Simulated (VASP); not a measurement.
Input:

```xyz
2
Lattice="0.0000 3.3955 3.3955 3.3955 0.0000 3.3955 3.3955 3.3955 0.0000" Properties=species:S:1:pos:R:3 pbc="T T T"
Te     3.3955     3.3955     3.3955
Pb     0.0000     0.0000     0.0000
```

Calculation: vdW-DF2, VASP's PBE PAW potentials (set 64) (plane waves; VASP). Settings: 520 eV cut-off, Gaussian smearing of 0.050 eV, potentials Te Pb_d.

Unless said otherwise, spin-orbit coupling is left out, though it shifts the bands of the heavy elements here.

### Question
Estimate the band gap (along the path) with the smallest direct gap where there is one.

### Answer

The band gap (along the path) is 0.96 eV and the smallest direct gap (along the path) comes out as 0.96 eV.

Only differences to runs with the same potentials and settings are physical.

The compound is PbTe in the rock salt structure. It was relaxed first, which changed the volume by +16 %.
